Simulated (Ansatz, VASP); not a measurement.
# Be: VASP beside Ansatz

Aim: how closely do two programs agree when they are given the same cell, functional and k mesh?

Program: Ansatz 0.2.0. Level of theory: plane waves, with VASP 6.6.1 beside it; band structure at PBEsol. Results are calculated unless marked as measured.

### 1. The structure

The cell holds 8 atoms: 8 Be. Cell: a = 2.506 Å, b = 2.506 Å, c = 21.772 Å, α = 90.0°, β = 90.0°, γ = 90.0°. It derives from Be. As first built, before any earlier steps moved the atoms (in the runner's words): stoichiometric True; symmetric True. Vacuum lies along c.

### 2. VASP: band structure, PBEsol

A single point gives forces, pressure and levels at one fixed geometry, so differences don't come from the geometry; what else differs is listed under the comparison.

Lines of VASP's logs that name or quote its potential files are left out, and so is its time.

Input file INCAR:

```
SYSTEM = Be
PREC = Normal
ENCUT = 300
EDIFF = 1E-06
NELM = 120
ISMEAR = 0
SIGMA = 0.05
LREAL = .FALSE.
ALGO = Fast
GGA = PS
NBANDS = 28
LORBIT = 11
LWAVE = .FALSE.
LCHARG = .TRUE.
IDIPOL = 3
LDIPOL = .TRUE.
DIPOL = 0.5 0.5 0.5
LVHAR = .TRUE.
LVACPOTAV = .TRUE.
LELF = .TRUE.
NEDOS = 1500
```

Input file POSCAR:

```
Be
1.0
    2.5062419026      0.0000000000      0.0000000000
    0.0000000000      2.5062419026      0.0000000000
    0.0000000000      0.0000000000     21.7718466591
Be
8
Direct
    0.0000000000      0.0000000000      0.6960312739
    0.5000000000      0.5000000000      0.6417468603
    0.0000000000      0.0000000000      0.5851370181
    0.5000000000      0.5000000000      0.5287784720
    0.0000000000      0.0000000000      0.4712215280
    0.5000000000      0.5000000000      0.4148629819
    0.0000000000      0.0000000000      0.3582531397
    0.5000000000      0.5000000000      0.3039687261
```

Input file KPOINTS:

```
Automatic mesh
0
Gamma
9 9 1
0 0 0
```

Input file KPOINTS_OPT:

```
Line mode
14
Line-mode
Reciprocal
  0.50000000   0.50000000   0.00000000 M
  0.00000000   0.00000000   0.00000000 GAMMA

  0.00000000   0.00000000   0.00000000 GAMMA
  0.00000000   0.50000000   0.00000000 X

  0.00000000   0.50000000   0.00000000 X
  0.50000000   0.50000000   0.00000000 M
```

The projector-augmented-wave data sets are Be (PBE family, release 64).

Started as:

```bash
$ mpirun -np 4 vasp_std
```

Numbers of over 12 decimals in the logs are rounded to 6 here.

The log of the run:

```text
[banner, memory and clock lines left out]
running    4 mpi-ranks, on    1 nodes
 distrk:  each k-point on    4 cores,    1 groups
 distr:  one band on    1 cores,    4 groups

 POSCAR found type information on POSCAR Be
 POSCAR found :  1 types and       8 ions
|                                                                             |
|               ----> ADVICE to this user running VASP <----                  |
|                                                                             |
|     You enforced a specific xc type in the INCAR file but a different       |
|     [... a line on the potential file left out ...]
|     I HOPE YOU KNOW WHAT YOU ARE DOING!                                     |
|                                                                             |

 LDA part: xc-table for (Slater+PW92), standard interpolation
 POSCAR, INCAR and KPOINTS ok, starting setup
 FFT: planning ... GRIDC
 FFT: planning ... GRID_SOFT
 FFT: planning ... GRID
 WAVECAR not read
 entering main loop
       N       E                     dE             d eps       ncg     rms          rms(c)
DAV:   1     0.107842842863E+02    0.10784E+02   -0.38025E+03   840   0.288E+02
DAV:   2    -0.303673097532E+02   -0.41152E+02   -0.38613E+02  1124   0.807E+01
DAV:   3    -0.317770872017E+02   -0.14098E+01   -0.13778E+01  1088   0.121E+01
DAV:   4    -0.317963780828E+02   -0.19291E-01   -0.19273E-01  1120   0.158E+00
DAV:   5    -0.317968035954E+02   -0.42551E-03   -0.42548E-03  1116   0.214E-01    0.363E+00
RMM:   6    -0.300568657868E+02    0.17399E+01   -0.30336E-01   991   0.145E+00    0.186E+00
RMM:   7    -0.298161771023E+02    0.24069E+00   -0.95030E-02  1037   0.755E-01    0.936E-01
RMM:   8    -0.297459075378E+02    0.70270E-01   -0.28359E-02  1076   0.437E-01    0.362E-01
RMM:   9    -0.297382651247E+02    0.76424E-02   -0.62283E-03  1054   0.213E-01    0.124E-01
RMM:  10    -0.297380571844E+02    0.20794E-03   -0.21191E-03  1084   0.120E-01    0.732E-02
RMM:  11    -0.297394049666E+02   -0.13478E-02   -0.43896E-04  1072   0.536E-02    0.285E-02
RMM:  12    -0.297393772822E+02    0.27684E-04   -0.37279E-04  1147   0.426E-02    0.190E-02
RMM:  13    -0.297397787316E+02   -0.40145E-03   -0.10069E-04  1085   0.240E-02    0.984E-03
RMM:  14    -0.297398855758E+02   -0.10684E-03   -0.30200E-05  1119   0.130E-02    0.753E-03
RMM:  15    -0.297400831319E+02   -0.19756E-03   -0.30069E-05  1140   0.965E-03    0.340E-03
RMM:  16    -0.297402558741E+02   -0.17274E-03   -0.10036E-05  1096   0.554E-03    0.196E-03
RMM:  17    -0.297402873005E+02   -0.31426E-04   -0.99051E-07  1017   0.236E-03    0.488E-04
RMM:  18    -0.297402931576E+02   -0.58571E-05   -0.21459E-07   937   0.903E-04    0.185E-04
RMM:  19    -0.297402934343E+02   -0.27667E-06   -0.19141E-08   788   0.440E-04
|                                                                             |
|           W    W    AA    RRRRR   N    N  II  N    N   GGGG   !!!           |
|           W    W   A  A   R    R  NN   N  II  NN   N  G    G  !!!           |
|           W    W  A    A  R    R  N N  N  II  N N  N  G       !!!           |
|           W WW W  AAAAAA  RRRRR   N  N N  II  N  N N  G  GGG   !            |
|           WW  WW  A    A  R   R   N   NN  II  N   NN  G    G                |
|           W    W  A    A  R    R  N    N  II  N    N   GGGG   !!!           |
|                                                                             |
|     Did not find any points to average over, which means that no vacuum     |
|     field-free region was found. Please increase the size of  your cell     |
|     in the dimension of the dipole correction to obtain accurate            |
|     workfunction values.                                                    |
|                                                                             |

   1 F= -.29740293E+02 E0= -.29739520E+02  d E =-.154644E-02
 Start KPOINTS_OPT (optional k-point list driver)
k-point batch [1-15\42]
       N       E                     dE             ncg
DAV:   1    -0.211822122193E+03   -0.50371E+04      848
DAV:   2    -0.755946710121E+03   -0.54412E+03     1076
DAV:   3    -0.778716003059E+03   -0.22769E+02     1064
DAV:   4    -0.778891980087E+03   -0.17598E+00     1072
DAV:   5    -0.778893807409E+03   -0.18273E-02     1068
DAV:   6    -0.778893841277E+03   -0.33867E-04     1112
DAV:   7    -0.778893842012E+03   -0.73517E-06      988
[...]
k-point batch [31-42\42]
       N       E                     dE             ncg
DAV:   1     0.143557501819E+04   -0.70444E+04      672
DAV:   2     0.962276892377E+03   -0.47330E+03      936
DAV:   3     0.942294003659E+03   -0.19983E+02      888
DAV:   4     0.942141960918E+03   -0.15204E+00      920
DAV:   5     0.942140593797E+03   -0.13671E-02      868
DAV:   6     0.942140571349E+03   -0.22448E-04      904
DAV:   7     0.942140570922E+03   -0.42692E-06      808
```

Parts of OUTCAR (step 2):

```text
ion  position               nearest neighbor table
   1  0.000  0.000  0.696-   2 2.13   2 2.13   2 2.13   2 2.13
   2  0.500  0.500  0.642-   1 2.13   1 2.13   1 2.13   1 2.13   3 2.16   3 2.16   3 2.16   3 2.16

  LATTYP: Found a simple tetragonal cell.
 ALAT       =     2.5062419026
 C/A-ratio  =     8.6870491777

 Subroutine GETGRP returns: Found 16 space group operations
 (whereof  8 operations were pure point group operations)

The static configuration has the point symmetry C_4v.
 The point group associated with its full space group is D_4h.

 Found     15 irreducible k-points:

   k-points           NKPTS =     15   k-points in BZ     NKDIM =     15   number of bands    NBANDS=     28

   dimension x,y,z NGX =    12 NGY =   12 NGZ =   96
   dimension x,y,z NGXF=    24 NGYF=   24 NGZF=  192

   ENCUT  =  300.0 eV  22.05 Ry    4.70 a.u.   3.54  3.54 30.75*2*pi/ulx,y,z

   NELECT =      16.0000    total number of electrons

 k-points in reciprocal lattice and weights: Automatic mesh
   0.00000000  0.00000000  0.00000000       0.012
   0.11111111  0.00000000  0.00000000       0.049
   0.22222222  0.00000000  0.00000000       0.049
   0.33333333  0.00000000  0.00000000       0.049
   0.44444444  0.00000000  0.00000000       0.049
   0.11111111  0.11111111  0.00000000       0.049
   0.22222222  0.11111111  0.00000000       0.099
   0.33333333  0.11111111  0.00000000       0.099
   0.44444444  0.11111111  0.00000000       0.099
[...]
0.44444444  0.33333333  0.00000000       0.099
   0.44444444  0.44444444  0.00000000       0.049

 dipolmoment           0.000000      0.000000      0.000000 electrons x Angstroem

 average (electrostatic) potential at core
       1 -39.1141       2 -38.4848       3 -38.7338       4 -38.6952       5 -38.6952
       6 -38.7338       7 -38.4848       8 -39.1141

 E-fermi :   1.8926

 k-point     1 :       0.0000    0.0000    0.0000
  band No.  band energies     occupation
    ...
      3      -7.9606      2.00000
      4      -6.2325      2.00000
      5      -4.2343      2.00000
      6      -2.1563      2.00000
      7      -0.1093      2.00000
      8       2.0651      0.00000
      9       4.1094      0.00000
     10       5.2396      0.00000
     11       5.4607      0.00000
     12       6.1272      0.00000
    ...

 k-point     2 :       0.1111    0.0000    0.0000
  band No.  band energies     occupation
    ...
      3      -7.7502      2.00000
      4      -6.0268      2.00000
      5      -4.0327      2.00000
      6      -1.9632      2.00000
      7       0.0625      2.00000
      8       2.1832      0.00000
      9       4.1401      0.00000
     10       4.1726      0.00000
     11       5.3060      0.00000
     12       5.6777      0.00000
    ...

 k-point     3 :       0.2222    0.0000    0.0000
  band No.  band energies     occupation
    ...
      4      -5.4222      2.00000
      5      -3.4654      2.00000
      6      -1.4966      2.00000
      7       0.1371      2.00000
      8       0.6869      2.00000
      9       2.5859      0.00000
     10       2.9065      0.00000
     11       4.5664      0.00000
     12       5.3665      0.00000
     13       5.9966      0.00000
    ...

  Total       -2.5689886     -2.5689886      0.0156384      0.0000000      0.0000000      0.0000000
  in kB      -30.0975761    -30.0975761      0.1832158      0.0000000      0.0000000      0.0000000
  external PRESSURE =     -20.0039788 kB  Pullay stress =       0.0000000 kB

  energy-cutoff  :      300.00
  volume of cell :      136.75
      direct lattice vectors                 reciprocal lattice vectors
     2.506241903  0.000000000  0.000000000     0.399003783  0.000000000  0.000000000
     0.000000000  2.506241903  0.000000000     0.000000000  0.399003783  0.000000000
     0.000000000  0.000000000 21.771846659     0.000000000  0.000000000  0.045930876

 POSITION                                       TOTAL-FORCE (eV/Angst)
 -----------------------------------------------------------------------------------
      0.00000      0.00000     15.15389        -0.000000      0.000000      0.027957
      1.25312      1.25312     13.97201         0.000000      0.000000     -0.029491
      0.00000      0.00000     12.73951        -0.000000     -0.000000     -0.009002
      1.25312      1.25312     11.51248        -0.000000      0.000000      0.000504
      0.00000      0.00000     10.25936         0.000000      0.000000     -0.000504
      1.25312      1.25312      9.03233         0.000000      0.000000      0.009002
      0.00000      0.00000      7.79983        -0.000000      0.000000      0.029491
      1.25312      1.25312      6.61796        -0.000000      0.000000     -0.027957
 -----------------------------------------------------------------------------------
    total drift:                               -0.000000      0.000000      0.000000

  FREE ENERGIE OF THE ION-ELECTRON SYSTEM (eV)
  ---------------------------------------------------
  free  energy   TOTEN  =       -29.7402934343 eV

  energy  without entropy=      -29.7387469937  energy(sigma->0) =      -29.73952021

 vacuum level on the upper side and lower side of the slab         5.191         5.191

 total charge
# of ion       s       p       d       tot
------------------------------------------
    1        0.364   0.610   0.000   0.975
    2        0.409   0.800   0.000   1.210
    3        0.397   0.785   0.000   1.182
    4        0.395   0.790   0.000   1.184
    5        0.395   0.790   0.000   1.184
    6        0.397   0.785   0.000   1.182
    7        0.409   0.800   0.000   1.210
    8        0.364   0.610   0.000   0.975
--------------------------------------------------
tot          3.131   5.971   0.000   9.102

[... 3 further parts left out ...]
```

(Continued in part 2 of 2.)

[Lines on the potential files, build, host, timing and source positions are cut from VASP's logs without a mark.]

[Logs are printed without paths, hosts, clocks, repeated set-up lines and the standing remarks that a program may print on its own settings, such as how far it seeks lower states.]

[Hosts, paths, dates, database ids (printed as entryN), source tags and the programs' standing remarks are cut or masked in the printed files.]
